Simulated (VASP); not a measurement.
```yaml
crystal:
  lattice:
    - [4.09526, 0.00000, 0.00000]
    - [0.00000, 4.09526, 0.00000]
    - [0.00000, 0.00000, 4.09526]
  atoms:
    - { symbol: Hf, position: [0.00000, 0.00000, 0.00000] }
    - { symbol: B, position: [0.50000, 0.50000, 0.50000] }
    - { symbol: Rh, position: [0.00000, 0.50000, 0.50000] }
    - { symbol: Rh, position: [0.50000, 0.00000, 0.50000] }
    - { symbol: Rh, position: [0.50000, 0.50000, 0.00000] }
```

Level of theory: PBEsol GGA, VASP's PBE PAW potentials (set 64) (plane waves; VASP). Run with 400 eV cut-off, 6×6×6 Γ-centred mesh, Gaussian smearing of 0.050 eV, potentials Hf_pv B Rh_pv.

At this cut-off the stress carries a Pulay error, which pulls relaxed volumes low. Unless said otherwise, spin-orbit coupling is left out, though it shifts the bands of the heavy elements here.

Q: Predict the energy per atom (σ→0), pressure, band gap (on the k-mesh) with the smallest direct gap where there is one.

A: 
```
Quantity                                                    Result
------------------------  ----------------------------------------
band gap (on the k-mesh)  none (metal, semimetal or under 0.01 eV)
energy per atom (σ→0)                               -9179 meV/atom
pressure                                                 -4.22 GPa
```

Only differences to runs with the same potentials and settings are physical.

The structure comes from a computed database's HfBRh3 entry (Pm-3m); how it stands against other phases isn't given here. The cell was not relaxed at this level.
